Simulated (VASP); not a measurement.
# Lattice of Tantalum, functional by functional, part 2 of 2

How much does the relaxed cell of Tantalum depend on the functional? The starting structure is a measured crystal structure from the Crystallography Open Database. The first relaxation on each setting starts from this cell expanded by 3 % in volume.

VASP 6.6.1.

Results so far: PBEsol 17.66 Å³ an atom; LDA 17.27 Å³ an atom; PBE 18.28 Å³ an atom; PBEsol + D3(BJ) 17.10 Å³ an atom.

## 6. Relaxation with r2SCAN

Level of this step: r2SCAN; plane waves and PAW (Ta_pv) (VASP).

r2SCAN adds the kinetic-energy density, costs more than a GGA and is run with LASPH. This run starts from the cell of an earlier relaxation, which isn't shown; the restart sets up the plane waves anew.

INCAR reads:

```
SYSTEM = Ta
PREC = Accurate
ENCUT = 450
EDIFF = 1E-06
NELM = 100
ISMEAR = 1
SIGMA = 0.15
LREAL = .FALSE.
ALGO = Normal
METAGGA = R2SCAN
LASPH = .TRUE.
NBANDS = 11
LORBIT = 11
LWAVE = .FALSE.
LCHARG = .FALSE.
KPAR = 8
IBRION = 2
NSW = 50
ISIF = 3
EDIFFG = -0.006
```

POSCAR reads:

```
Ta
1.0
   -1.6539414266      1.6539414266      1.6539414266
    1.6539414266     -1.6539414266      1.6539414266
    1.6539414266      1.6539414266     -1.6539414266
Ta
1
Direct
    0.0000000000      0.0000000000      0.0000000000
```

KPOINTS reads:

```
Automatic mesh
0
Gamma
18 18 18
0 0 0
```

Potentials, in the order of the species: Ta_pv (PBE family, release 64).

Run with:

```
$ mpirun -np 8 vasp_std
```

The log of the run:

```text
[banner, memory and clock lines left out]
running    8 mpi-ranks, on    1 nodes
[...]
[... a notice as in an earlier step ...]

 [... a notice as in an earlier step ...]

 LDA part: xc-table for (None), standard interpolation
 POSCAR, INCAR and KPOINTS ok, starting setup
[...]
entering main loop
       N       E                     dE             d eps       ncg     rms          rms(c)
DAV:   1     0.147243376776E+02    0.14724E+02   -0.59795E+03  4306   0.882E+02
DAV:   2    -0.509959224848E+02   -0.65720E+02   -0.64086E+02  4661   0.240E+02
DAV:   3    -0.519007384176E+02   -0.90482E+00   -0.89350E+00  5303   0.277E+01
DAV:   4    -0.519041267395E+02   -0.33883E-02   -0.33872E-02  4851   0.165E+00
[...]
DAV:  10    -0.485804587924E+02    0.83901E-04   -0.22656E-04  4846   0.169E-01    0.339E-02
DAV:  11    -0.485804508658E+02    0.79266E-05   -0.13589E-06  4471   0.117E-02    0.198E-03
DAV:  12    -0.485804515767E+02   -0.71086E-06   -0.30051E-07  2568   0.504E-03
   1 F= -.48580452E+02 E0= -.48580833E+02  d E =-.485805E+02
[...]
reached required accuracy - stopping structural energy minimisation
```

It took 25 s on 8 MPI ranks of Intel Xeon Platinum 8375C at 2.90GHz (Ice Lake), shared host; peak memory 1.1 GiB; 3.1 min of CPU time.

OUTCAR, selected parts (step 6):

```text
  Total       -0.0040011     -0.0040011     -0.0040011     -0.0000000     -0.0000000      0.0000000
  in kB       -0.3542177     -0.3542177     -0.3542177     -0.0000000     -0.0000000      0.0000000
  external PRESSURE =      -0.3542177 kB  Pullay stress =       0.0000000 kB

 POSITION                                       TOTAL-FORCE (eV/Angst)
 -----------------------------------------------------------------------------------
      0.00000      0.00000      0.00000        -0.000000      0.000000     -0.000000
 -----------------------------------------------------------------------------------
    total drift:                                0.000000     -0.000000      0.000000

  FREE ENERGIE OF THE ION-ELECTRON SYSTEM (eV)
  ---------------------------------------------------
  free  energy   TOTEN  =       -48.5804515767 eV

  energy  without entropy=      -48.5815965898  energy(sigma->0) =      -48.58083325

[... 2 parts as in an earlier step ...]

[... 2 further parts left out ...]
[key lines of the parts left out:]
E-fermi :   5.2855
```

With r2SCAN the relaxed cell holds 18.098 Å³ an atom, +0.19 % against the measured cell, with a = 3.308 Å. That is +2.46 % from PBEsol. Pressures at 0.985 and 1.015 times this volume, from two more relaxations that aren't shown, give a bulk modulus of 203.5 GPa.

## 7. Relaxation with r2SCAN + rVV10

rVV10 adds a nonlocal correlation energy for dispersion. This run starts from the cell of an earlier relaxation, which isn't shown; the restart sets up the plane waves anew.

Edit INCAR of step 6 so:

```diff
@@ -10,2 +10,6 @@
 METAGGA = R2SCAN
+LUSE_VDW = .TRUE.
+IVDW_NL = 2
+BPARAM = 11.95
+CPARAM = 0.0093
 LASPH = .TRUE.
```

POSCAR reads:

```
Ta
1.0
   -1.6508975172      1.6508975172      1.6508975172
    1.6508975172     -1.6508975172      1.6508975172
    1.6508975172      1.6508975172     -1.6508975172
Ta
1
Direct
    0.0000000000      0.0000000000      0.0000000000
```

KPOINTS is that of step 6.

Run with:

```
$ mpirun -np 8 vasp_std
```

The log of the run:

```text
[banner, memory and clock lines left out]
running    8 mpi-ranks, on    1 nodes
[...]
[... a notice as in an earlier step ...]

|                                                                             |
|               ----> ADVICE to this user running VASP <----                  |
|                                                                             |
|     You have switched on vdW-DFT.                                           |
|     This routine was written and supplied by Jiri Klimes. We recommend      |
|     that you carefully read and cite the following publications:            |
|       J. Klimes, D.R. Bowler, A. Michelides                                 |
|          J. Phys.: Cond Matt. 22 022201 (2010)                              |
|       J. Klimes, D.R. Bowler, A. Michelides                                 |
|          Phys. Rev. B. 83, 195131 (2011)                                    |
|     and references therein.                                                 |
[...]
Total rVV10 correction in eV:      0.1715061    12.3843154
Total rVV10 correction in eV:      0.1715061    12.3843154
Total rVV10 correction in eV:      0.1715061    12.3843154
DAV:  12    -0.484084728592E+02   -0.69026E-06   -0.26409E-07  2544   0.480E-03
Total rVV10 correction in eV:      0.1715014    12.3843154
Total rVV10 correction in eV:      0.1715014    12.3843154
Total rVV10 correction in eV:      0.1715014    12.3843154
Total rVV10 correction in eV:      0.1715014    12.3843154
Total rVV10 correction in eV:      0.1715014    12.3843154
Total rVV10 correction in eV:      0.1715014    12.3843154
Total rVV10 correction in eV:      0.1715014    12.3843154
Total rVV10 correction in eV:      0.1715014    12.3843154
Total rVV10 correction in eV:      0.1715042    12.3843154
Total rVV10 correction in eV:      0.1715042    12.3843154
Total rVV10 correction in eV:      0.1715042    12.3843154
Total rVV10 correction in eV:      0.1715042    12.3843154
Total rVV10 correction in eV:      0.1715042    12.3843154
Total rVV10 correction in eV:      0.1715042    12.3843154
Total rVV10 correction in eV:      0.1715042    12.3843154
Total rVV10 correction in eV:      0.1715042    12.3843154
   1 F= -.48408473E+02 E0= -.48408848E+02  d E =-.484085E+02
[...]
reached required accuracy - stopping structural energy minimisation
```

The job ended after 22 s (8 MPI ranks; peak memory 1.5 GiB; 2.8 min of CPU time).

Parts of OUTCAR (step 7):

```text
  Total       -0.0043892     -0.0043892     -0.0043892      0.0000000      0.0000000     -0.0000000
  in kB       -0.3907259     -0.3907259     -0.3907259      0.0000000      0.0000000     -0.0000000
  external PRESSURE =      -0.3907259 kB  Pullay stress =       0.0000000 kB

 POSITION                                       TOTAL-FORCE (eV/Angst)
 -----------------------------------------------------------------------------------
      0.00000      0.00000      0.00000         0.000000      0.000000      0.000000
 -----------------------------------------------------------------------------------
    total drift:                                0.000000     -0.000000      0.000000

  FREE ENERGIE OF THE ION-ELECTRON SYSTEM (eV)
  ---------------------------------------------------
  free  energy   TOTEN  =       -48.4084728592 eV

  energy  without entropy=      -48.4095992167  energy(sigma->0) =      -48.40884831

[... 2 parts as in an earlier step ...]

[... 2 further parts left out ...]
[key lines of the parts left out:]
E-fermi :   5.3194
```

With r2SCAN + rVV10 the relaxed cell holds 17.998 Å³ an atom, -0.36 % against the measured cell, with a = 3.302 Å. That is +1.90 % from PBEsol. Pressures at 0.985 and 1.015 times this volume, from two more relaxations that aren't shown, give a bulk modulus of 206.3 GPa.

## 8. Relaxation with vdW-DF-cx

vdW-DF-cx takes its exchange from the same plasmon model as its correlation. This run starts from the cell of an earlier relaxation, which isn't shown; the restart sets up the plane waves anew.

Edit INCAR of step 7 so:

```diff
@@ -9,7 +9,5 @@
 ALGO = Normal
-METAGGA = R2SCAN
+GGA = CX
+AGGAC = 0
 LUSE_VDW = .TRUE.
-IVDW_NL = 2
-BPARAM = 11.95
-CPARAM = 0.0093
 LASPH = .TRUE.
```

POSCAR reads:

```
Ta
1.0
   -1.6433349530      1.6433349530      1.6433349530
    1.6433349530     -1.6433349530      1.6433349530
    1.6433349530      1.6433349530     -1.6433349530
Ta
1
Direct
    0.0000000000      0.0000000000      0.0000000000
```

KPOINTS is that of step 7.

Run with:

```
$ mpirun -np 8 vasp_std
```

The log of the run:

```text
[banner, memory and clock lines left out]
running    8 mpi-ranks, on    1 nodes
[...]
[... a notice as in an earlier step ...]

 [... a notice as in an earlier step ...]

 [... a notice as in an earlier step ...]

 LDA part: xc-table for (Slater+PW92), standard interpolation
 POSCAR, INCAR and KPOINTS ok, starting setup
[...]
entering main loop
       N       E                     dE             d eps       ncg     rms          rms(c)
DAV:   1     0.536340877399E+02    0.53634E+02   -0.58115E+03  4306   0.857E+02
DAV:   2    -0.923114574383E+01   -0.62865E+02   -0.61643E+02  4741   0.233E+02
DAV:   3    -0.100481534259E+02   -0.81701E+00   -0.80578E+00  5217   0.259E+01
DAV:   4    -0.100507451764E+02   -0.25918E-02   -0.25912E-02  4797   0.156E+00
[...]
DAV:   9    -0.959232173083E+01   -0.58664E-05   -0.43734E-05  4967   0.662E-02    0.229E-02
DAV:  10    -0.959231828035E+01    0.34505E-05   -0.39119E-06  4995   0.239E-02    0.405E-03
DAV:  11    -0.959231824303E+01    0.37313E-07   -0.22627E-07  2808   0.556E-03
   1 F= -.95923182E+01 E0= -.95925382E+01  d E =-.959232E+01
[...]
reached required accuracy - stopping structural energy minimisation
```

The job ended after 12 s (8 MPI ranks; peak memory 1.9 GiB).

OUTCAR, selected parts (step 8):

```text
  Total       -0.0015337     -0.0015337     -0.0015337     -0.0000000     -0.0000000      0.0000000
  in kB       -0.1384280     -0.1384280     -0.1384280     -0.0000000     -0.0000000      0.0000000
  external PRESSURE =      -0.1384280 kB  Pullay stress =       0.0000000 kB

 POSITION                                       TOTAL-FORCE (eV/Angst)
 -----------------------------------------------------------------------------------
      0.00000      0.00000      0.00000         0.000000      0.000000      0.000000
 -----------------------------------------------------------------------------------
    total drift:                                0.000000     -0.000000     -0.000000

  FREE ENERGIE OF THE ION-ELECTRON SYSTEM (eV)
  ---------------------------------------------------
  free  energy   TOTEN  =        -9.5923182430 eV

  energy  without entropy=       -9.5929781336  energy(sigma->0) =       -9.59253821

[... 2 parts as in an earlier step ...]

[... 2 further parts left out ...]
[key lines of the parts left out:]
E-fermi :   5.4837
```

With vdW-DF-cx the relaxed cell holds 17.752 Å³ an atom, -1.73 % against the measured cell, with a = 3.287 Å. That is +0.51 % from PBEsol. Pressures at 0.985 and 1.015 times this volume, from two more relaxations that aren't shown, give a bulk modulus of 207.5 GPa.

## 9. Relaxation with AM05

AM05 is built from the electron gas and the surface model, and does well on lattice constants. This run starts from the cell of an earlier relaxation, which isn't shown; the restart sets up the plane waves anew.

Edit INCAR of step 8 so:

```diff
@@ -9,7 +9,5 @@
 ALGO = Normal
-GGA = CX
-AGGAC = 0
-LUSE_VDW = .TRUE.
+GGA = AM
+NBANDS = 11
 LASPH = .TRUE.
-NBANDS = 11
 LORBIT = 11
```

POSCAR reads:

```
Ta
1.0
   -1.6385565136      1.6385565136      1.6385565136
    1.6385565136     -1.6385565136      1.6385565136
    1.6385565136      1.6385565136     -1.6385565136
Ta
1
Direct
    0.0000000000      0.0000000000      0.0000000000
```

KPOINTS is that of step 8.

Run with:

```
$ mpirun -np 8 vasp_std
```

The log of the run:

```text
[... set-up lines as in an earlier step ...]
 entering main loop
       N       E                     dE             d eps       ncg     rms          rms(c)
DAV:   1     0.516935264588E+02    0.51694E+02   -0.58312E+03  4306   0.855E+02
DAV:   2    -0.119522005548E+02   -0.63646E+02   -0.62130E+02  4730   0.234E+02
DAV:   3    -0.128080548851E+02   -0.85585E+00   -0.84677E+00  5222   0.264E+01
DAV:   4    -0.128107770033E+02   -0.27221E-02   -0.27217E-02  4709   0.158E+00
[...]
DAV:   9    -0.123261617522E+02    0.13737E-04   -0.98653E-05  4871   0.108E-01    0.223E-02
DAV:  10    -0.123261600978E+02    0.16544E-05   -0.27771E-06  4953   0.190E-02    0.384E-03
DAV:  11    -0.123261602394E+02   -0.14164E-06   -0.18554E-07  2787   0.492E-03
   1 F= -.12326160E+02 E0= -.12326335E+02  d E =-.123262E+02
[...]
reached required accuracy - stopping structural energy minimisation
```

Run time: 4.8 s. Hardware: 8 MPI ranks; peak memory 1.1 GiB.

Parts of OUTCAR (step 9):

```text
  Total       -0.0009665     -0.0009665     -0.0009665      0.0000000      0.0000000      0.0000000
  in kB       -0.0879990     -0.0879990     -0.0879990      0.0000000      0.0000000      0.0000000
  external PRESSURE =      -0.0879990 kB  Pullay stress =       0.0000000 kB

  FREE ENERGIE OF THE ION-ELECTRON SYSTEM (eV)
  ---------------------------------------------------
  free  energy   TOTEN  =       -12.3261602394 eV

  energy  without entropy=      -12.3266835311  energy(sigma->0) =      -12.32633467

[... 3 parts as in an earlier step ...]

[... 2 further parts left out ...]
[key lines of the parts left out:]
E-fermi :   5.5042
```

With AM05 the relaxed cell holds 17.597 Å³ an atom, -2.58 % against the measured cell, with a = 3.277 Å. That is -0.37 % from PBEsol. Pressures at 0.985 and 1.015 times this volume, from two more relaxations that aren't shown, give a bulk modulus of 207.9 GPa.

## 10. The runs compared

| level | volume (Å³/atom) | against the measured cell (%) | a (Å) | bulk modulus (GPa) | pressure left (GPa) | core minutes |
| --- | --- | --- | --- | --- | --- | --- |
| PBEsol | 17.662 | -2.22 | 3.2811 | 208.7 | -0.01 | 4.32 |
| LDA | 17.273 | -4.37 | 3.2569 | 223.4 | 0.02 | 3.73 |
| PBE | 18.284 | 1.22 | 3.3192 | 195.3 | -0.04 | 3.07 |
| PBEsol + D3(BJ) | 17.101 | -5.33 | 3.246 | 224.9 | -0.01 | 4.48 |
| r2SCAN | 18.098 | 0.19 | 3.3079 | 203.5 | -0.04 | 10.9 |
| r2SCAN + rVV10 | 17.998 | -0.36 | 3.3018 | 206.3 | -0.04 | 12.1 |
| vdW-DF-cx | 17.752 | -1.73 | 3.2867 | 207.5 | -0.01 | 10.1 |
| AM05 | 17.597 | -2.58 | 3.2771 | 207.9 | -0.01 | 3.44 |

Core minutes are wall time times ranks, summed over the relaxations behind a row (those for a bulk modulus apart), on shared hosts.

## 11. Summary of results

| Quantity | Value |
| --- | --- |
| volume, PBEsol | 17.66 Å³/atom |
| volume, LDA | 17.27 Å³/atom |
| volume, PBE | 18.28 Å³/atom |
| volume, PBEsol + D3(BJ) | 17.10 Å³/atom |
| volume, r2SCAN | 18.10 Å³/atom |
| volume, r2SCAN + rVV10 | 18.00 Å³/atom |
| volume, vdW-DF-cx | 17.75 Å³/atom |
| volume, AM05 | 17.60 Å³/atom |

Across 8 levels the volume of Tantalum spans 6.9 %, from 17.10 Å³ an atom (PBEsol + D3(BJ)) to 18.28 Å³ (PBE). Against the measured volume of the starting structure, r2SCAN comes nearest (+0.2 %) and PBEsol + D3(BJ) lies farthest (-5.3 %). The measured cell holds zero-point expansion and, unless it was taken cold, thermal expansion, which the runs lack, so small differences decide nothing. Adding D3(BJ) to PBEsol changes the volume by -3.2 %. Adding rVV10 to r2SCAN changes the volume by -0.6 %. The bulk modulus goes from 195.3 GPa (PBE) to 224.9 GPa (PBEsol + D3(BJ)). Spin-orbit coupling is left out of all runs, which can matter with elements this heavy. All runs keep the symmetry of the start, so they can't find a distortion of lower symmetry. Further runs on this material are not shown.

[Lines on the potential files, build, host, timing and source positions are cut from VASP's logs without a mark.]

[Logs are printed without paths, hosts, clocks, repeated set-up lines and the standing remarks that a program may print on its own settings, such as how far it seeks lower states.]

[Hosts, paths, dates, database ids (printed as entryN), source tags and the programs' standing remarks are cut or masked in the printed files.]
